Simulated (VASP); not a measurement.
Input:

```xyz
2
Lattice="0.0000 2.0974 2.0974 2.0974 0.0000 2.0974 2.0974 2.0974 0.0000" Properties=species:S:1:pos:R:3 pbc="T T T"
Mg     0.0000     0.0000     0.0000
O      2.0974     2.0974     2.0974
```

The numbers are results of r2SCAN meta-GGA, VASP's PBE PAW potentials (set 64) (plane waves; VASP 6.6.1), not measurements. Run with 600 eV cut-off, 10×10×10 Γ-centred mesh, Gaussian smearing of 0.050 eV, potentials Mg O.

Each relaxation starts from this cell; other phases were not tried.

Problem. The cell is relaxed at 5 GPa. What happens?

Solution. The volume per atom goes from 9.23 to 8.96 Å³ (-2.9 %), and the cell becomes a = b = c = 4.1545 Å, α = β = γ = 90.00°, space group Fm-3m. The gap on the mesh goes from 5.73 to 6.04 eV.

Problem. The cell is relaxed at 20 GPa. What happens?

Solution. The volume per atom goes from 9.23 to 8.37 Å³ (-9.3 %), and the cell becomes a = 4.0612 Å, b = 4.0612 Å, c = 4.0612 Å, α = 90.00°, β = 90.00°, γ = 90.00°, space group Fm-3m. The gap on the mesh goes from 5.73 to 6.79 eV.

Failed runs are left out, and for metals the shear rows, which the mesh's noise covers.

The compound is MgO in the rock salt structure.
